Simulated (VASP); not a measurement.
Crystal: Pd.

```
CELL_PARAMETERS angstrom
0.00000 1.94650 1.94650
1.94650 0.00000 1.94650
1.94650 1.94650 0.00000
ATOMIC_POSITIONS crystal
Pd 0.00000 0.00000 0.00000
```

* Program: VASP 6.6.1
* Task: relaxation of cell and atoms
* Functional: RPBE
* Potentials or basis: VASP PAW PBE potentials, release 64 (Pd)
* Cutoff: 600 eV
* k mesh: 16 × 16 × 16
* Occupations: methfessel-paxton, width 0.1 eV
* Spin: no spin polarisation

At the start: pressure 11.5 GPa; volume 14.75 Å³/atom.

Question: How do energy, volume and symmetry change on relaxing?

Answer: Over 4 steps the energy falls by 32.6 meV/atom and the volume is 15.73 Å³/atom (+6.6 %); space group Fm-3m (No. 225, to 0.05 Å).

The path:
| step | energy change (eV) | largest force (eV/Å) | pressure (GPa) | volume (Å³) |
| --- | --- | --- | --- | --- |
| 1 | 0.0000 | 0.0000 | 11.49 | 14.75 |
| 2 | 0.0150 | 0.0000 | -9.90 | 17.13 |
| 3 | -0.0326 | 0.0000 | -0.15 | 15.75 |
| 4 | -0.0326 | 0.0000 | 0.04 | 15.73 |

Final structure:
```
Pd
1.0
     0.00000    1.98856    1.98856
     1.98856    0.00000    1.98856
     1.98856    1.98856    0.00000
Pd
1
Direct
  0.00000 0.00000 0.00000
```

Caveat: the PAW data sets were made with another functional, which shifts forces and pressure a little.
